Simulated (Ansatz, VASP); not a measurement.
**One calculation of Sr2SO, two programs**

Contents of INCAR:

```
PREC     = Accurate       # precision mode
ENCUT    = 520            # plane-wave cutoff, eV
EDIFF    = 1E-6           # SCF threshold, eV
ISMEAR   = 0              # smearing method
SIGMA    = 0.05           # smearing width, eV
LREAL    = F              # projectors in reciprocal space
LASPH    = T              # aspherical terms in the spheres
NELM     = 60             # most SCF steps
ALGO     = Normal         # electronic algorithm
ISIF     = 2              # what is computed and relaxed
LWAVE    = F              # write WAVECAR
LCHARG   = F              # write CHGCAR
GGA      = CA             # functional
NBANDS   = 24             # bands
```

Contents of KPOINTS:

```
regular mesh
0
Gamma
  8 8 6
```

POSCAR

```
Sr2SO
1.0
    4.0432370000      0.0000000000      0.0000000000
    0.0000000000      4.0432370000      0.0000000000
    0.0000000000      0.0000000000      6.0039000000
Sr S O
2 1 1
Direct
    0.0000000000      0.0000000000      0.0000000000
    0.5000000000      0.5000000000      0.5000000000
    0.0000000000      0.0000000000      0.5000000000
    0.5000000000      0.5000000000      0.0000000000
```

Input for Ansatz:

```yaml
crystal:
  lattice:
    - [4.043237, 0.0, 0.0]
    - [0.0, 4.043237, 0.0]
    - [0.0, 0.0, 6.0039]
  atoms:
    - { symbol: Sr, position: [0.0, 0.0, 0.0] }
    - { symbol: Sr, position: [0.5, 0.5, 0.5] }
    - { symbol: S, position: [0.0, 0.0, 0.5] }
    - { symbol: O, position: [0.5, 0.5, 0.0] }
basis:
  ecutwfc: 420
kpoints:
  mp_grid: { grid: [8, 8, 6] }
hamiltonian:
  xc: lda
scf:
  occupations: { method: gaussian, width: 0.05 }
output:
  forces: true
  stress: true
  eigenvalues: true
```

Change from the starting cell: strain +0.000 along x and y, +0.050 along z, atoms carried along.

Alike in both runs: task single point; functional LDA; k mesh 8 × 8 × 6; occupations gaussian, width 0.05 eV; no spin polarisation.

|  | VASP | Ansatz |
| --- | --- | --- |
| version | VASP 6.6.1 | Ansatz 0.2.0 |
| potentials or method | VASP PAW LDA potentials, release 64 (Sr_sv, S, O) | scalar-relativistic, plane waves, PAW |
| plane-wave cutoff (eV) | 520 | 420 |
| valence electrons in the cell | 32 | 32 |

VASP gave:

* gap on the k mesh at the Fermi level (eV): 2.13
* least direct gap on the mesh (eV): 2.13
* pressure (GPa): -6.4
* largest component of the traceless stress (GPa): 1.83

Estimate Ansatz's values.

gap on the k mesh at the Fermi level (eV): 2.16; least direct gap on the mesh (eV): 2.16; pressure (GPa): -6.6; largest component of the traceless stress (GPa): 1.75.

A k mesh can miss the band edges.
